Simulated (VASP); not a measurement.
Data:

```
CELL_PARAMETERS angstrom
      0.00000     3.14422     3.14422
      3.14422     0.00000     3.14422
      3.14422     3.14422     0.00000
ATOMIC_POSITIONS crystal
  Ba 0.00000 0.00000 0.00000
  F  0.25000 0.25000 0.25000
  F  0.75000 0.75000 0.75000
```

The numbers are results of PBE GGA, VASP's PBE PAW potentials (set 64) (plane waves; VASP), not measurements. Run with 600 eV cut-off, 6×6×6 Γ-centred mesh, Gaussian smearing of 0.050 eV, potentials Ba_sv F.

### Question
Estimate the energy per atom (σ→0).

### Answer

The energy per atom (σ→0) comes out as -5.711 eV/atom.

Total energies compare only between runs with the same potentials, cut-off and functional.

The compound is BaF2 in the fluorite structure. It was relaxed first.
